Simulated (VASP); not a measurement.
VASP runs on MgSe (rock salt) share one base input (PBE GGA, plane waves, VASP's PBE PAW potentials (set 64)) and change the settings named in each case.

POSCAR:
```
MgSe
1
    0.0000000000     2.7300000000     2.7300000000
    2.7300000000     0.0000000000     2.7300000000
    2.7300000000     2.7300000000     0.0000000000
Mg Se
1 1
Direct
  0.0000000000   0.0000000000   0.0000000000
  0.5000000000   0.5000000000   0.5000000000
```

**KPOINTS**
```
Automatic mesh
0
Gamma
8 8 8
0 0 0
```

INCAR:
```
! general
SYSTEM =MgSe
PREC   =Accurate
ENCUT  =400
LREAL  =F
LASPH  =T

! electronic loop
EDIFF  =1E-6
NELM   =100
ALGO   =Normal
LMAXMIX=4

! smearing
ISMEAR =0
SIGMA  =0.05

! functional
GGA    =PE

! ions
ISIF   =2

! output
LWAVE  =F
LCHARG =F
```

POTCAR, in this order: Mg Se (PBE.64 set). Program: vasp_std.

```
change                      E(σ→0) (eV/atom)  −TS (eV)
--------------------------  ----------------  --------
base run                             -3.7427    0.0000
ISMEAR = -1, SIGMA = 0.2             -3.7424   -0.0015
ISMEAR = 1                           -3.7427    0.0000
ISMEAR = 2, SIGMA = 0.2              -3.7426    0.0005
ISMEAR = 2, SIGMA = 0.02             -3.7427    0.0000
ISMEAR = -1                          -3.7427    0.0000
ISMEAR = -1, SIGMA = 0.3             -3.7404   -0.0145
ISMEAR = -5, SIGMA removed           -3.7427    0.0000
ISMEAR = -4, SIGMA removed           -3.7427    0.0000
```

Left out are runs that ran out of time, are held back, or changed the cell or the kind of run, fixed moments of cells without a moment, rows past the twelfth, gaps on odd meshes, pressures of charged cells and columns that move by less than the noise.

The compound is MgSe in the rock salt structure. The cell was not relaxed at this level.
